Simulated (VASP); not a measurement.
Wanted: the native input for a VASP 6.6.1 run.

```
Task                   : relaxation of the atoms
Functional             : PBE
Potentials or basis    : VASP PAW PBE potentials, release 64 (Co)
Cutoff                 : 520 eV
k mesh                 : 15 × 10 × 1
Occupations            : methfessel-paxton, width 0.1 eV
Spin                   : collinear spin, ferromagnetic start
Starting moments       : [1.8, 1.8, 1.8, 1.8, 1.8, 1.8] μB
Dipole correction      : yes
Further INCAR settings : ALGO = Normal; EDIFF = 1e-06; AMIX = 0.2; BMIX = 0.0001; IBRION = 2; EDIFFG = -0.02; NSW = 80
```

The structure of Co lies in POSCAR:

```
Co
1.0
    2.4887480100      0.0000000000      0.0000000000
    0.0000000000      4.0261540000      0.0000000000
    0.0000000000      0.0000000000     20.0290790900
Co
6
Direct
    0.9999995000      0.7500000000      0.3744555600
    0.5000005000      0.2500000000      0.4103254600
    0.4999994900      0.7500000000      0.4820650500
    0.0000004900      0.2500000000      0.5179349500
    0.9999994900      0.7500000000      0.5896745400
    0.5000004900      0.2500000000      0.6255444400
```

The slab is cut from a database's or a generator's crystal, which needn't be the stable form of the element.

One way to write it, as run:

INCAR

```
PREC = Accurate
ENCUT = 520
EDIFF = 1E-6
ISMEAR = 1
SIGMA = 0.1
LREAL = F
LASPH = T
NELM = 150
ALGO = Normal
ISIF = 2
LWAVE = F
LCHARG = F
ISPIN = 2
MAGMOM = 1.8 1.8 1.8 1.8 1.8 1.8
LORBIT = 11
LMAXMIX = 4
LDIPOL = T
IDIPOL = 3
DIPOL = 0.5 0.5 0.500
GGA = PE
IBRION = 2
NSW = 80
EDIFFG = -0.02
AMIX = 0.2
BMIX = 1E-4
AMIX_MAG = 0.8
BMIX_MAG = 1E-4
KPAR = 4
```

KPOINTS

```
regular mesh
0
Gamma
  15 10 1
```

Potentials or basis: VASP PAW PBE potentials, release 64 (Co).

Run with:

```bash
$ cat potpaw_PBE.64/Co/POTCAR > POTCAR
$ mpirun -np 4 vasp_std > vasp.out
```

Results of the run:

```json
{
  "Energy gained by relaxing": "7.1 meV/atom",
  "Ionic steps": "8",
  "Largest force after relaxing": "0.011 eV/Å",
  "Band gap on the k mesh": "none (metal or under the smearing width)",
  "Net moment": "10.17 μB per cell",
  "Site moments": "Co +1.79, +1.67 μB",
  "Valence electrons inside the program's atomic spheres": "Co 8.12, 8.19, 8.29"
}
```

It took 18 min on 4 MPI ranks on Intel(R) Xeon(R) Platinum 8259CL CPU @ 2.50GHz (Skylake/Cascade Lake), with other jobs on the host, peak memory 0.67 GiB a rank.
